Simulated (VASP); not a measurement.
Here is the system:

```
AgCl
1.0
    0.00000     2.88305     2.88305
    2.88305     0.00000     2.88305
    2.88305     2.88305     0.00000
Ag Cl
1 1
Cartesian
  0.00000   0.00000   0.00000
  2.88305   2.88305   2.88305
```

Method: vdW-DF2, VASP's PBE PAW potentials (set 64) (plane waves; VASP). Numerical set-up: 520 eV cut-off, Gaussian smearing of 0.050 eV, potentials Ag Cl.

Question: Give the energies of bands 2 to 11 at the high-symmetry points, in eV from the valence-band maximum.

Answer: 
```
band      Γ      X      U      L      W
----  -----  -----  -----  -----  -----
2     -2.06  -3.40  -3.38  -4.25  -3.41
3     -2.06  -2.38  -3.30  -3.40  -3.15
4     -2.06  -2.38  -3.07  -3.40  -3.15
5     -2.00  -2.28  -1.95  -1.79  -1.72
6     -2.00  -1.87  -1.74  -1.79  -1.70
7     -1.79  -1.70  -1.59  -1.52  -1.68
8     -1.79  -1.70  -1.42   0.00  -1.68
9     -1.79  -1.67  -0.84   0.00  -0.95
10     0.94   2.47   3.54   4.64   3.95
11    11.07   8.32   7.36   5.79   7.95
```

The gap is indirect, 0.94 eV, from the valence maximum at L to the conduction minimum at Γ.

The compound is AgCl in the rock salt structure. It was relaxed first, which changed the volume by +12 %.
